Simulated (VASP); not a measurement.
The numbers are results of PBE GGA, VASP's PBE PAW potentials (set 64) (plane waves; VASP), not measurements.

VASP input:

### KPOINTS
```
Automatic mesh
0
Gamma
14 14 14
0 0 0
```

**INCAR**
```
SYSTEM = W
PREC = Accurate
ENCUT = 480
EDIFF = 1E-7
NELM = 100
ALGO = Normal
LREAL = .FALSE.
LASPH = .TRUE.
ISMEAR = 1
SIGMA = 0.1
GGA = PE
LMAXMIX = 6
LWAVE = .FALSE.
LCHARG = .FALSE.
ISIF = 2
```

POSCAR:
```
W
2.7601220
 -0.5773502525   0.5773502525   0.5773502525
  0.5773502525  -0.5773502525   0.5773502525
  0.5773502525   0.5773502525  -0.5773502525
W
1
direct
  0.0000000000   0.0000000000   0.0000000000
```

POTCAR, in this order: W_sv (PBE.64 set). Program: vasp_std.

Unless said otherwise, spin-orbit coupling is left out, though it shifts the bands of the heavy elements here.

Predict the energy per atom (σ→0), band gap (on the k-mesh).

The energy per atom (σ→0) comes out as -12.947 eV/atom and the band gap (on the k-mesh) is none (metal, semimetal or under 0.01 eV).

OSZICAR:
```
...
DAV:   7    -0.129517242091E+02    0.13326E+00   -0.31888E-01  2525   0.703E+00    0.701E-01
DAV:   8    -0.129470291856E+02    0.46950E-02   -0.35813E-03  2354   0.866E-01    0.105E-01
DAV:   9    -0.129470498708E+02   -0.20685E-04   -0.70600E-05  2647   0.109E-01    0.579E-02
DAV:  10    -0.129470476129E+02    0.22579E-05   -0.11698E-05  2471   0.504E-02    0.146E-02
DAV:  11    -0.129470482661E+02   -0.65317E-06   -0.22168E-07  2365   0.531E-03    0.663E-04
DAV:  12    -0.129470481027E+02    0.16341E-06   -0.13816E-08  1240   0.129E-03    0.962E-05
DAV:  13    -0.129470481083E+02   -0.55918E-08   -0.73597E-10  1204   0.428E-04
   1 F= -.12947048E+02 E0= -.12947098E+02  d E =0.148697E-03
```

The compound is W in the bcc structure. It was relaxed first.
